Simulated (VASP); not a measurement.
An input for Quantum ESPRESSO's pw.x (written as the equivalent of a VASP run, and not itself run):

```
&CONTROL
  calculation = 'scf'
  pseudo_dir = './pseudo'
  outdir = './out'
  tprnfor = .true.
  tstress = .true.
/
&SYSTEM
  ibrav = 0
  nat = 2
  ntyp = 2
  ecutwfc = 74
  occupations = 'tetrahedra'
  input_dft = 'pbesol'
/
&ELECTRONS
  conv_thr = 7.3e-09
  electron_maxstep = 100
/
ATOMIC_SPECIES
  W 183.840 W.upf
  Al 26.982 Al.upf
CELL_PARAMETERS angstrom
     0.0000000    2.5416026    2.5416026
     2.5416026    0.0000000    2.5416026
     2.5416026    2.5416026    0.0000000
ATOMIC_POSITIONS crystal
  W    0.0000000  0.0000000  0.0000000
  Al   0.5000000  0.5000000  0.5000000
K_POINTS automatic
  14 14 14 0 0 0
```

Problem. Write the VASP files for the same calculation (PBEsol).

Solution. One answer among several that fit: 
### KPOINTS
```
K-points
0
G
14 14 14
```

**POSCAR**
```
WAl
3.5943690
  0.0000000000   0.7071067521   0.7071067521
  0.7071067521   0.0000000000   0.7071067521
  0.7071067521   0.7071067521   0.0000000000
W Al
1 1
Cartesian
  0.0000000000   0.0000000000   0.0000000000
  0.7071067521   0.7071067521   0.7071067521
```

**INCAR**
```
# general
SYSTEM  = WAl
PREC    = Accurate
ENCUT   = 400   # plane-wave cut-off (eV)
LREAL   = .FALSE.
LASPH   = .TRUE.   # aspherical one-centre terms

# electronic loop
EDIFF   = 1E-7
NELM    = 100   # most electronic steps
ALGO    = Normal
LMAXMIX = 6

# smearing
ISMEAR  = -5   # tetrahedra, Bloechl

# functional
GGA     = PS   # PBEsol

# ions
ISIF    = 2

# output
LWAVE   = .FALSE.
LCHARG  = .TRUE.
LORBIT  = 11   # lm-projected
NEDOS   = 601   # DOS grid
```

POTCAR, in this order: W_sv Al (PBE.64 set). Program: vasp_std.

What does not carry over: the potentials are each code's own (VASP's PAW set, PseudoDojo norm-conserving files in pw.x), so ENCUT and ecutwfc are chosen apart and not converted; conv_thr bounds pw.x's estimated SCF error, while EDIFF bounds the energy change between steps.

The structure was generated: WAl was put into the rock salt type (Fm-3m), which need not be its known phase. It was relaxed first, which changed the volume by -42 %.
